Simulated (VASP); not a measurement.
Write the native input for VASP 6.6.1 that does the following.

| Property | Result |
| --- | --- |
| Task | optical spectrum |
| Functional | PBE |
| Potentials or basis | VASP PAW PBE potentials, release 64 (Ag) |
| Cutoff | 520 eV |
| k mesh | 28 × 28 × 28 |
| Occupations | fermi-dirac, width 0.05 eV |
| Spin | no spin polarisation |
| Further INCAR settings | ALGO = Fast; EDIFF = 1e-07; NBANDS = 30 |

The structure of Ag lies in POSCAR:

```
Ag
1.0
    0.0000000000      2.0430000000      2.0430000000
    2.0430000000      0.0000000000      2.0430000000
    2.0430000000      2.0430000000      0.0000000000
Ag
1
Direct
    0.0000000000      0.0000000000      0.0000000000
```

One way to write it, as run:

INCAR

```
SYSTEM = Ag
ALGO = Fast ; CSHIFT = 0.05
EDIFF = 1E-7 ; ENCUT = 520
GGA = PE ; ISIF = 2
ISMEAR = -1 ; LASPH = .TRUE.
LCHARG = .FALSE. ; LOPTICS = .TRUE.
LREAL = .FALSE. ; LWAVE = .FALSE.
NBANDS = 30 ; NEDOS = 1000
NELM = 80 ; PREC = Accurate
SIGMA = 0.05
```

KPOINTS

```
k-points
0
G
  28 28 28
  0 0 0
```

Potentials or basis: VASP PAW PBE potentials, release 64 (Ag).

The run is started by

```bash
$ cat potpaw_PBE.64/Ag/POTCAR > POTCAR
$ mpirun -np 1 vasp_std > vasp.out
```

It gave:

The pressure is 4.5 GPa and the band gap on the k mesh is none (metal or under the smearing width).

Caveat: independent-particle spectra lack excitons; the intraband (Drude) part of a metal's response may be missing.

It took 100 s on 1 thread of Intel(R) Xeon(R) 6975P-C (Granite Rapids) (shared host), peak memory 0.48 GiB.
